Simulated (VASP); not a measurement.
Output of a VASP run:

OSZICAR:
```
...
RMM:  12    -0.177140768796E+02   -0.41336E-04   -0.86035E-04  2326   0.984E-02    0.199E-02
RMM:  13    -0.177140834705E+02   -0.65909E-05   -0.15140E-04  1912   0.389E-02    0.821E-03
RMM:  14    -0.177140820029E+02    0.14676E-05   -0.31934E-05  1178   0.240E-02
   1 F= -.17714082E+02 E0= -.17714082E+02  d E =-.177141E+02
       N       E                     dE             d eps       ncg     rms          rms(c)
DAV:   1    -0.177191036239E+02   -0.50202E-02   -0.52809E-01  1936   0.216E+00    0.176E-01
RMM:   2    -0.177204235147E+02   -0.13199E-02   -0.16018E-02  1865   0.505E-01    0.523E-02
RMM:   3    -0.177207949748E+02   -0.37146E-03   -0.39994E-03  2431   0.269E-01    0.636E-02
RMM:   4    -0.177208141404E+02   -0.19166E-04   -0.36292E-04  2165   0.719E-02    0.403E-02
RMM:   5    -0.177208143523E+02   -0.21191E-06   -0.76565E-05  1568   0.314E-02
   2 F= -.17720814E+02 E0= -.17720814E+02  d E =-.673235E-02
       N       E                     dE             d eps       ncg     rms          rms(c)
DAV:   1    -0.177222265457E+02   -0.14124E-02   -0.59312E-01  1840   0.229E+00    0.191E-01
RMM:   2    -0.177236522109E+02   -0.14257E-02   -0.17540E-02  1860   0.536E-01    0.553E-02
RMM:   3    -0.177240668901E+02   -0.41468E-03   -0.44470E-03  2395   0.289E-01    0.633E-02
RMM:   4    -0.177240921228E+02   -0.25233E-04   -0.43542E-04  2228   0.809E-02    0.369E-02
RMM:   5    -0.177240955199E+02   -0.33971E-05   -0.91766E-05  1666   0.354E-02
   3 F= -.17724096E+02 E0= -.17724095E+02  d E =-.100135E-01
       N       E                     dE             d eps       ncg     rms          rms(c)
DAV:   1    -0.177241416471E+02   -0.49524E-04   -0.48132E-02  1976   0.653E-01    0.583E-02
RMM:   2    -0.177242598968E+02   -0.11825E-03   -0.14475E-03  1861   0.157E-01    0.158E-02
RMM:   3    -0.177242981981E+02   -0.38301E-04   -0.39765E-04  2402   0.862E-02    0.171E-02
RMM:   4    -0.177243013072E+02   -0.31091E-05   -0.40375E-05  1390   0.238E-02
   4 F= -.17724301E+02 E0= -.17724301E+02  d E =-.102193E-01
       N       E                     dE             d eps       ncg     rms          rms(c)
DAV:   1    -0.177247752014E+02   -0.47700E-03   -0.69617E-01  1900   0.237E+00    0.934E-02
RMM:   2    -0.177260871584E+02   -0.13120E-02   -0.14567E-02  1909   0.541E-01    0.662E-02
RMM:   3    -0.177265651764E+02   -0.47802E-03   -0.49364E-03  2383   0.297E-01    0.567E-02
RMM:   4    -0.177265860759E+02   -0.20899E-04   -0.34498E-04  2452   0.759E-02    0.402E-02
RMM:   5    -0.177265858486E+02    0.22727E-06   -0.44101E-05  1292   0.266E-02
   5 F= -.17726586E+02 E0= -.17726586E+02  d E =-.228454E-02
       N       E                     dE             d eps       ncg     rms          rms(c)
DAV:   1    -0.177158557868E+02    0.10730E-01   -0.55374E+00  1852   0.670E+00    0.277E-01
RMM:   2    -0.177260415585E+02   -0.10186E-01   -0.11579E-01  1912   0.161E+00    0.198E-01
RMM:   3    -0.177304970751E+02   -0.44555E-02   -0.47163E-02  2388   0.941E-01    0.157E-01
RMM:   4    -0.177307083654E+02   -0.21129E-03   -0.29900E-03  2278   0.225E-01    0.116E-01
RMM:   5    -0.177307189759E+02   -0.10610E-04   -0.59154E-04  2274   0.945E-02    0.671E-02
RMM:   6    -0.177307242427E+02   -0.52668E-05   -0.11420E-04  1754   0.418E-02    0.278E-02
RMM:   7    -0.177307229239E+02    0.13188E-05   -0.30003E-05  1200   0.252E-02
   6 F= -.17730723E+02 E0= -.17730723E+02  d E =-.642162E-02
```

**OUTCAR**
```
------------------------ aborting loop because EDIFF is reached ----------------------------------------
  FORCE on cell =-STRESS in cart. coord.  units (eV):
  Direction    XX          YY          ZZ          XY          YZ          ZX
  --------------------------------------------------------------------------------------
  Total        0.0179740      0.0179740     -0.2400387      0.0000000      0.0000000      0.0000000
  in kB        0.0541082      0.0541082     -0.7226034      0.0000000      0.0000000      0.0000000
  external PRESSURE =      -0.2047957 kB  Pullay stress =       0.0000000 kB
  volume of cell :      532.22
      direct lattice vectors                 reciprocal lattice vectors
     4.449450882  0.000000000  0.000000000     0.224746834  0.129757655  0.000000000
    -2.224725441  3.853337215  0.000000000     0.000000000  0.259515309  0.000000000
     0.000000000  0.000000000 31.041910160     0.000000000  0.000000000  0.032214512
 POSITION                                       TOTAL-FORCE (eV/Angst)
 -----------------------------------------------------------------------------------
     -0.00000      2.56889      8.28601         0.000000     -0.000000      0.023719
     -0.00000      2.56889      2.06131         0.000000      0.000000     -0.023719
      0.00000      0.00000     18.63331         0.000000     -0.000000      0.023719
     -2.22473      3.85334     12.40860        -0.000000      0.000000     -0.023719
      2.22473      1.28444     28.98060         0.000000     -0.000000      0.023719
      2.22473      1.28444     22.75590        -0.000000      0.000000     -0.023719
      2.22473      3.85334      0.00000         0.000000     -0.000000      0.000000
      2.22473      1.28444      3.79435        -0.000000     -0.000000     -0.009158
      2.22473      3.85334      6.55295         0.000000     -0.000000      0.009158
      2.22473      1.28444     10.34729        -0.000000     -0.000000      0.000000
     -0.00000      2.56889     14.14167        -0.000000     -0.000000     -0.009158
      2.22473      1.28444     16.90024         0.000000      0.000000      0.009158
     -0.00000      2.56889     20.69462         0.000000     -0.000000      0.000000
      0.00000      0.00000     24.48896        -0.000000     -0.000000     -0.009158
     -0.00000      2.56889     27.24757         0.000000     -0.000000      0.009158
 -----------------------------------------------------------------------------------
    total drift:                               -0.000000     -0.000000      0.000000
  FREE ENERGIE OF THE ION-ELECTRON SYSTEM (eV)
  ---------------------------------------------------
  free  energy   TOTEN  =       -17.7307229239 eV

  energy  without entropy=      -17.7307228104  energy(sigma->0) =      -17.73072287

 reached required accuracy - stopping structural energy minimisation
```
(Selected blocks of OUTCAR.)

### POSCAR
```
Bi2Te3
1
    4.4494508822     0.0000000000     0.0000000000
   -2.2247254410     3.8533372155     0.0000000000
    0.0000000000     0.0000000000    31.0419101600
Bi Te
6 9
Direct
  0.3333330000   0.6666670000   0.2666670000
  0.3333330000   0.6666670000   0.0666670000
  0.0000000000   0.0000000000   0.6000000000
  0.0000000000   0.0000000000   0.4000000000
  0.6666670000   0.3333330000   0.9333330000
  0.6666670000   0.3333330000   0.7333330000
  0.0000000000   0.0000000000   0.0000000000
  0.6666670000   0.3333330000   0.1233330000
  0.0000000000   0.0000000000   0.2100000000
  0.6666670000   0.3333330000   0.3333330000
  0.3333330000   0.6666670000   0.4566670000
  0.6666670000   0.3333330000   0.5433330000
  0.3333330000   0.6666670000   0.6666670000
  0.0000000000   0.0000000000   0.7900000000
  0.3333330000   0.6666670000   0.8766670000
```

Problem. Reconstruct the remaining input files.

Solution. Several could match; the one computed here: the input of the run itself, optB88-vdW, plane waves, VASP's PBE PAW potentials (set 64).

INCAR:
```
AGGAC = 0.0
ALGO = Fast
EDIFF = 1E-5
EDIFFG = -0.03
ENCUT = 400
GGA = BO
IBRION = 2
ISIF = 2
ISMEAR = 0
LASPH = .True.
LCHARG = .False.
LMAXMIX = 4
LREAL = .False.
LUSE_VDW = .True.
LWAVE = .False.
NELM = 100
NELMIN = 4
NSW = 20
PARAM1 = 0.1833333333
PARAM2 = 0.22
PREC = Normal
SIGMA = 0.05
SYSTEM = Bi2Te3
```

File KPOINTS:
```
Automatic mesh
0
Gamma
8 8 1
0 0 0
```

POTCAR, in this order: Bi_d Te (PBE.64 set). Program: vasp_std.

The compound is Bi2Te3 in the tetradymite structure. This run relaxes the ions in a fixed cell. Symmetry was kept, so distortions that lower it aren't found.
